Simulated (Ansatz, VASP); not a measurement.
# Cross-check of InGeHPb between VASP and Ansatz, part 2 of 2

One calculation is typed for both programs; each brings its own data sets. How far apart do they land? The cell is generated by rule, not measured, and may not be a known phase. Of the first pair: The two relaxations start from unlike cells of this crystal (the structure described is Ansatz's start), so only their ends are compared.

VASP 6.6.1 and Ansatz 0.2.0.

So far: Starting point; VASP: relaxation of cell and atoms, PBE, pair 1; Ansatz: relaxation of cell and atoms, PBE, pair 1; Side by side.

## Step 5: VASP: relaxation of cell and atoms, PBE, pair 2

Level of this step: PBE; plane waves and PAW (Pb_d, In_d, Ge_d, H); invented cell (VASP).

The relaxed volume is the usual yardstick between codes: in a stiff, nearly cubic crystal its relative difference is about their pressure difference at one cell divided by the bulk modulus. Its start cell is another than that of the pair before, and may be another structure of the material.

INCAR reads:

```
SYSTEM = InGeHPb
PREC = Accurate
ENCUT = 500
EDIFF = 1E-07
NELM = 120
ISMEAR = 1
SIGMA = 0.2
LREAL = .FALSE.
ALGO = Normal
GGA = PE
NBANDS = 27
LORBIT = 11
LWAVE = .FALSE.
LCHARG = .FALSE.
ISIF = 3
IBRION = 2
NSW = 80
EDIFFG = -0.005
LASPH = .TRUE.
GGA_COMPAT = .FALSE.
NELMIN = 4
KPAR = 2
```

POSCAR reads:

```
InGeHPb
1.0
    4.3768560000      0.0000000000      0.0000000000
   -2.1884280000      3.7904690000      0.0000000000
    0.0000000000      0.0000000000      5.4766740000
Pb In Ge H
1 1 1 1
Direct
    0.3333332894      0.6666665787      0.9547429699
    0.9999999561      0.9999999120      0.4416793842
    0.6666666227      0.3333332454      0.6387685300
    0.9999999561      0.9999999120      0.0940070561
```

KPOINTS reads:

```
Automatic mesh
0
Gamma
12 12 8
0 0 0
```

The projector-augmented-wave data sets are Pb_d, In_d, Ge_d and H (PBE family, release 64).

The run is started by

```sh
mpirun -np 2 vasp_std
```

Numbers of over 12 decimals in the logs are rounded to 6 here.

The program printed:

```text
[... set-up lines as in an earlier step ...]
 entering main loop
       N       E                     dE             d eps       ncg     rms          rms(c)
DAV:   1     0.402875921554E+03    0.40288E+03   -0.20672E+04  7481   0.279E+03
DAV:   2     0.421282488573E+02   -0.36075E+03   -0.35498E+03  7074   0.625E+02
DAV:   3    -0.109063638526E+02   -0.53035E+02   -0.52470E+02  8280   0.203E+02
DAV:   4    -0.134513450717E+02   -0.25450E+01   -0.25403E+01  8454   0.499E+01
[...]
DAV:  12    -0.129376870960E+02    0.22445E-06   -0.13851E-05  8353   0.346E-02    0.901E-03
DAV:  13    -0.129376882072E+02   -0.11112E-05   -0.39794E-06  7652   0.120E-02    0.215E-03
DAV:  14    -0.129376882415E+02   -0.34303E-07   -0.58956E-07  7332   0.550E-03
   1 F= -.12937688E+02 E0= -.12937410E+02  d E =-.129377E+02
[... from here on, the cycles between the ionic steps are left out ...]
   2 F= -.12937756E+02 E0= -.12937478E+02  d E =-.672976E-04
   3 F= -.12937756E+02 E0= -.12937478E+02  d E =-.676217E-04
   4 F= -.12937755E+02 E0= -.12937477E+02  d E =-.666453E-04
   7 F= -.12937763E+02 E0= -.12937490E+02  d E =-.766393E-05
   8 F= -.12937771E+02 E0= -.12937507E+02  d E =-.153460E-04
   9 F= -.12937778E+02 E0= -.12937517E+02  d E =-.679410E-05
  10 F= -.12937794E+02 E0= -.12937543E+02  d E =-.230490E-04
  11 F= -.12937808E+02 E0= -.12937576E+02  d E =-.369503E-04
  12 F= -.12937813E+02 E0= -.12937584E+02  d E =-.534886E-05
  13 F= -.12937823E+02 E0= -.12937601E+02  d E =-.151063E-04
  14 F= -.12937814E+02 E0= -.12937607E+02  d E =-.589910E-05
  15 F= -.12937824E+02 E0= -.12937607E+02  d E =-.163177E-04
  16 F= -.12937828E+02 E0= -.12937613E+02  d E =-.327235E-05
  17 F= -.12937834E+02 E0= -.12937627E+02  d E =-.937943E-05
[...]
reached required accuracy - stopping structural energy minimisation
```

Parts of OUTCAR (step 5):

```text
  Total        0.0013006      0.0013006      0.0009501     -0.0000000      0.0000000      0.0000000
  in kB        0.0230356      0.0230356      0.0168273     -0.0000000      0.0000000      0.0000000
  external PRESSURE =       0.0209662 kB  Pullay stress =       0.0000000 kB

 POSITION                                       TOTAL-FORCE (eV/Angst)
 -----------------------------------------------------------------------------------
      0.00000      2.52842      5.20850        -0.000000      0.000000     -0.000256
      2.18968      3.79264      2.40674        -0.000000      0.000000     -0.001170
      2.18968      1.26421      3.47625         0.000000     -0.000000      0.004820
      2.18968      3.79264      0.50507        -0.000000      0.000000     -0.003394
 -----------------------------------------------------------------------------------
    total drift:                               -0.000000      0.000566      0.000608

  FREE ENERGIE OF THE ION-ELECTRON SYSTEM (eV)
  ---------------------------------------------------
  free  energy   TOTEN  =       -12.9378338257 eV

  energy  without entropy=      -12.9372142256  energy(sigma->0) =      -12.93762729

[... 1 part as in an earlier step ...]

[... 3 further parts left out ...]
[key lines of the parts left out:]
E-fermi :   5.4353
```

## Step 6: Ansatz: relaxation of cell and atoms, PBE, pair 2

The same cell, functional, mesh and smearing now go to Ansatz, which takes its cutoff from its data sets.

The cell is taken from a series of runs on this material, whose earlier steps may have relaxed, scaled, displaced or heated it; both programs get it as it stands.

input.yaml reads:

```yaml
crystal:
  lattice:
    - [4.3768562847, 0.0, 0.0]
    - [-2.1884281424, 3.7904687313, 0.0]
    - [0.0, 0.0, 5.47667394]
  atoms:
    - { symbol: Pb, position: [0.3333333333, 0.6666666667, -0.0452570316] }
    - { symbol: In, position: [0.0, 0.0, 0.4416794053] }
    - { symbol: Ge, position: [0.6666666667, 0.3333333333, 0.6387684825] }
    - { symbol: H, position: [0.0, 0.0, 0.0940071438] }
kpoints:
  mp_grid: { grid: [12, 12, 8] }
hamiltonian:
  xc: pbe
  pseudopotentials: { kind: nc }
scf:
  occupations: { method: methfessel_paxton, width: 0.2 }
output:
  forces: true
  stress: true
  eigenvalues: true
relax:
  adjacent_minimum: "off"
  f_tol: 0.001
  max_steps: 60
  cell: { stress_tol: 0.01 }
```

The run is started by

```sh
ansatz run input.yaml --threads 4 --pin off --max-ram 14336MiB --backend cpu --events-out ev --progress --plain --runs-dir out
```

The program printed:

```text
[...]
Crystal: 4 atoms, lattice volume = 90.860 Å³
Basis set: ecut = 1061.244064 eV, 7187 PW (Γ), exchange–correlation on 96×96×120 points (8 copies of the dense FFT grid, shifted against one another)
Bands: 26, of which v1, the nominal top of the filled ones, is band 21 counted from 1 (20 counted from 0)
Symmetry: 6 space group operations
[...]
--- Relaxed structure (5 steps of the walk, 5 accepted, 1 SCFs on fresh bases) ---
[...]
cell:  # Å, volume = 90.7783 Å³
    - [4.380098, 2.8889001004318182e-11, 0]
    - [-2.190049, 3.793276, 0]
    - [0, 0, 5.463658]
  atoms:
    - { symbol: Pb, position: [0.333333, 0.666667, -0.044512] }
    - { symbol: In, position: [0, 0, 0.441868] }
    - { symbol: Ge, position: [0.666667, 0.333333, 0.638545] }
    - { symbol: H, position: [0, 0, 0.093297] }
[key lines of the parts left out:]
SCF converged after 4 iterations
Free energy (F): -6507.686691 eV
Fermi energy:    8.820840 eV
P = ⅓ Tr σ = 0.0004 GPa (0.004 kbar)
```

## Step 7: Side by side

Both answers:

```
                                         quantity  Ansatz   VASP  difference
                                      volume (Å³)   90.78  90.46     +0.35 %
edge a after relaxation, in the typed setting (Å)   4.380  4.379     +0.02 %
edge c after relaxation, in the typed setting (Å)   5.464  5.446     +0.32 %
```

## Step 8: Summary of results

| Property | Result |
| --- | --- |
| difference in edge c after relaxation, in the typed setting (relaxation of cell and atoms, PBE, pair 1) | -2.6 % |
| difference in volume (relaxation of cell and atoms, PBE, pair 2) | 0.35 % |

What this shows: The difference in edge c after relaxation, in the typed setting is -2.6 % (relaxation of cell and atoms, PBE, pair 1), beyond the 1.2 % picked in this series as the mark of a large difference, as far as the stopping tolerances let one tell. What causes the difference of the relaxation of cell and atoms, PBE, pair 1 pair stays open here. Such differences can come from data sets, numerical settings and the points named under the comparisons, not from the functional's error against experiment.

[Lines on the potential files, build, host, timing and source positions are cut from VASP's logs without a mark.]

[Logs are printed without paths, hosts, clocks, repeated set-up lines and the standing remarks that a program may print on its own settings, such as how far it seeks lower states.]

[Hosts, paths, dates, database ids (printed as entryN), source tags and the programs' standing remarks are cut or masked in the printed files.]
